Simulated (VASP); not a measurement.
Computed with RPBE GGA, VASP's PBE PAW potentials (set 64) (plane waves; VASP).

The input files of a VASP run:

File KPOINTS:
```
Automatic mesh
0
Gamma
5 5 5
0 0 0
```

File POSCAR:
```
KTaO3
1
    4.0595306032     0.0000000000     0.0000000000
    0.0000000000     4.0595306032     0.0000000000
   -0.0000000000     0.0000000000     4.0595306032
K Ta O
1 1 3
Direct
  0.0000000000   0.0000000000   0.0000000000
  0.5000000000   0.5000000000   0.5000000000
  0.5000000000   0.0000000000   0.5000000000
  0.0000000000   0.5000000000   0.5000000000
  0.5000000000   0.5000000000   0.0000000000
```

INCAR:
```
SYSTEM=KTaO3
PREC=Accurate; ENCUT=520; LREAL=.FALSE.
LASPH=.TRUE.
EDIFF=1E-6; NELM=100; ALGO=Normal
LMAXMIX=6
ISMEAR=0; SIGMA=0.05
GGA=RP
IBRION=2; NSW=60; ISIF=3
EDIFFG=-0.02
LWAVE=.FALSE.; LCHARG=.FALSE.
```

POTCAR, in this order: K_sv Ta_pv O (PBE.64 set). Program: vasp_std.

The resulting files:

File OUTCAR:
```
 ion  position               nearest neighbor table
   1  0.000  0.000  0.000-   3 2.87   4 2.87   5 2.87   3 2.87   4 2.87   4 2.87   5 2.87   4 2.87
                             3 2.87   5 2.87   3 2.87   5 2.87   2 3.52   2 3.52   2 3.52   2 3.52
   2  0.500  0.500  0.500-   3 2.03   4 2.03   5 2.03   5 2.03   3 2.03   4 2.03   1 3.52   1 3.52
                             1 3.52   1 3.52   1 3.52   1 3.52   1 3.52   1 3.52
   3  0.500  0.000  0.500-   2 2.03   2 2.03   1 2.87   1 2.87   1 2.87   1 2.87
   4  0.000  0.500  0.500-   2 2.03   2 2.03   1 2.87   1 2.87   1 2.87   1 2.87
   5  0.500  0.500  0.000-   2 2.03   2 2.03   1 2.87   1 2.87   1 2.87   1 2.87
  LATTYP: Found a simple cubic cell.
 ALAT       =     4.0595306032
 Subroutine PRICEL returns:
 Original cell was already a primitive cell.
 Subroutine GETGRP returns: Found 48 space group operations
The static configuration has the point symmetry O_h .
The dynamic configuration has the point symmetry O_h .
 Subroutine INISYM returns: Found 48 space group operations
 Subroutine IBZKPT returns following result:
 Found     10 irreducible k-points:

 Following reciprocal coordinates:
            Coordinates               Weight
  0.000000  0.000000  0.000000      1.000000
  0.200000  0.000000  0.000000      6.000000
  0.400000  0.000000  0.000000      6.000000
  0.200000  0.200000  0.000000     12.000000
  0.400000  0.200000  0.000000     24.000000
  0.400000  0.400000  0.000000     12.000000
  0.200000  0.200000  0.200000      8.000000
  0.400000  0.200000  0.200000     24.000000
  0.400000  0.400000  0.200000     24.000000
  0.400000  0.400000  0.400000      8.000000
   k-points           NKPTS =     10   k-points in BZ     NKDIM =     10   number of bands    NBANDS=     23
   number of dos      NEDOS =    301   number of ions     NIONS =      5
   total plane-waves  NPLWV =  27000
   dimension x,y,z NGX =    30 NGY =   30 NGZ =   30
   dimension x,y,z NGXF=    60 NGYF=   60 NGZF=   60
   ions per type =               1   1   3
   PREC   = accura    normal or accurate (medium, high low for compatibility)
   ISTART =      0    job   : 0-new  1-cont  2-samecut
   ICHARG =      2    charge: 1-file 2-atom 10-const
...
```

**OSZICAR**
```
       N       E                     dE             d eps       ncg     rms          rms(c)
DAV:   1     0.345105439861E+03    0.34511E+03   -0.21518E+04   460   0.166E+03
DAV:   2    -0.288230532223E+02   -0.37393E+03   -0.36789E+03   580   0.443E+02
DAV:   3    -0.473904022365E+02   -0.18567E+02   -0.18524E+02   579   0.101E+02
DAV:   4    -0.478582682116E+02   -0.46787E+00   -0.46763E+00   803   0.137E+01
DAV:   5    -0.478607874625E+02   -0.25193E-02   -0.25191E-02   593   0.990E-01    0.323E+01
DAV:   6    -0.392593540778E+02    0.86014E+01   -0.45063E+01   577   0.457E+01    0.125E+01
DAV:   7    -0.391399295059E+02    0.11942E+00   -0.23948E+00   602   0.102E+01    0.817E+00
DAV:   8    -0.391158549600E+02    0.24075E-01   -0.44752E-01   580   0.582E+00    0.149E+00
DAV:   9    -0.391072286343E+02    0.86263E-02   -0.35266E-02   630   0.135E+00    0.308E-01
DAV:  10    -0.391074597311E+02   -0.23110E-03   -0.11188E-02   595   0.790E-01    0.710E-02
DAV:  11    -0.391076131503E+02   -0.15342E-03   -0.50838E-04   628   0.175E-01    0.447E-02
DAV:  12    -0.391077087848E+02   -0.95635E-04   -0.16073E-04   573   0.102E-01    0.769E-03
DAV:  13    -0.391077099693E+02   -0.11845E-05   -0.10102E-05   729   0.270E-02    0.443E-03
DAV:  14    -0.391077105505E+02   -0.58123E-06   -0.31809E-06   523   0.128E-02
   1 F= -.39107711E+02 E0= -.39107711E+02  d E =-.391077E+02
```

### OUTCAR
```
------------------------ aborting loop because EDIFF is reached ----------------------------------------
  FORCE on cell =-STRESS in cart. coord.  units (eV):
  Direction    XX          YY          ZZ          XY          YZ          ZX
  --------------------------------------------------------------------------------------
  Total       -0.0454573     -0.0454573     -0.0454573      0.0000000     -0.0000000      0.0000000
  in kB       -1.0886456     -1.0886456     -1.0886456      0.0000000     -0.0000000      0.0000000
  external PRESSURE =      -1.0886456 kB  Pullay stress =       0.0000000 kB
  volume of cell :       66.90
      direct lattice vectors                 reciprocal lattice vectors
     4.059530603  0.000000000  0.000000000     0.246333899  0.000000000  0.000000000
     0.000000000  4.059530603  0.000000000     0.000000000  0.246333899  0.000000000
     0.000000000  0.000000000  4.059530603     0.000000000  0.000000000  0.246333899
 POSITION                                       TOTAL-FORCE (eV/Angst)
 -----------------------------------------------------------------------------------
      0.00000      0.00000      0.00000         0.000000      0.000000      0.000000
      2.02977      2.02977      2.02977         0.000000      0.000000      0.000000
      2.02977      0.00000      2.02977         0.000000      0.000000      0.000000
      0.00000      2.02977      2.02977         0.000000      0.000000      0.000000
      2.02977      2.02977      0.00000         0.000000      0.000000      0.000000
 -----------------------------------------------------------------------------------
    total drift:                                0.000000      0.000000     -0.000000
  FREE ENERGIE OF THE ION-ELECTRON SYSTEM (eV)
  ---------------------------------------------------
  free  energy   TOTEN  =       -39.1077105505 eV

  energy  without entropy=      -39.1077105505  energy(sigma->0) =      -39.10771055

 reached required accuracy - stopping structural energy minimisation
```
(Selected blocks of OUTCAR.)

### OUTCAR
```
 val. band max:        1.5034323306   @ k =   0.4000   0.4000   0.4000

 cond. band min:       3.7073596918   @ k =   0.0000   0.0000   0.0000


 Fermi energy:         1.8378736998

 k-point     1 :       0.0000    0.0000    0.0000
  band No.  band energies     occupation
      1     -32.8165      2.00000
      2     -32.8165      2.00000
      3     -32.8165      2.00000
      4     -25.9008      2.00000
      5     -15.8370      2.00000
      6     -15.1652      2.00000
      7     -15.1652      2.00000
      8      -9.3840      2.00000
      9      -9.3840      2.00000
     10      -9.3840      2.00000
     11      -0.8223      2.00000
     12      -0.8223      2.00000
     13      -0.8223      2.00000
     14       0.6336      2.00000
     15       0.6336      2.00000
     16       0.6336      2.00000
     17       0.9733      2.00000
     18       0.9733      2.00000
     19       0.9733      2.00000
     20       3.7074      0.00000
     21       3.7074      0.00000
     22       3.7074      0.00000
     23       8.0336      0.00000

 k-point     2 :       0.2000    0.0000    0.0000
  band No.  band energies     occupation
      1     -32.8407      2.00000
      2     -32.8156      2.00000
      3     -32.8156      2.00000
      4     -25.8941      2.00000
      5     -15.7527      2.00000
      6     -15.1592      2.00000
      7     -14.9786      2.00000
      8      -9.3734      2.00000
      9      -9.3734      2.00000
     10      -9.3469      2.00000
     11      -1.7507      2.00000
     12      -0.8403      2.00000
     13      -0.8403      2.00000
     14       0.1199      2.00000
     15       0.1199      2.00000
     16       0.2231      2.00000
     17       0.4932      2.00000
     18       0.8539      2.00000
     19       0.8539      2.00000
     20       3.7513      0.00000
     21       4.6882      0.00000
     22       4.6882      0.00000
     23       8.4292      0.00000

 k-point     3 :       0.4000    0.0000    0.0000
...
```

Unless said otherwise, spin-orbit coupling is left out, though it shifts the bands of the heavy elements here.

The compound is KTaO3 in the cubic perovskite structure. It was relaxed first, which changed the volume by +5 %. The start is the result of an earlier pass.
